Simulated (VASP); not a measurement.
Consider the following.

```
CELL_PARAMETERS angstrom
      0.00000     2.83472     2.83472
      2.83472     0.00000     2.83472
      2.83472     2.83472     0.00000
ATOMIC_POSITIONS crystal
  Ge 0.50000 0.50000 0.50000
  Ge 0.75000 0.75000 0.75000
```

These are PBEsol GGA, VASP's PBE PAW potentials (set 64) (plane waves; VASP) values and carry that method's errors. Settings: PREC = Normal, EDIFF = 1E-5, 400 eV cut-off, 9×9×9 Γ-centred mesh, Gaussian smearing of 0.050 eV, potentials Ge_d.

### Question
Predict the energy per atom (σ→0), band gap (on the k-mesh) with the smallest direct gap where there is one.

### Answer

| Item | Value |
|---|---|
| band gap (on the k-mesh) | none (metal, semimetal or under 0.01 eV) |
| energy per atom (σ→0) | -4.934 eV/atom |

The absolute energy has meaning only against runs of the same code, potentials and settings.

The compound is Ge in the diamond structure. It was relaxed first.
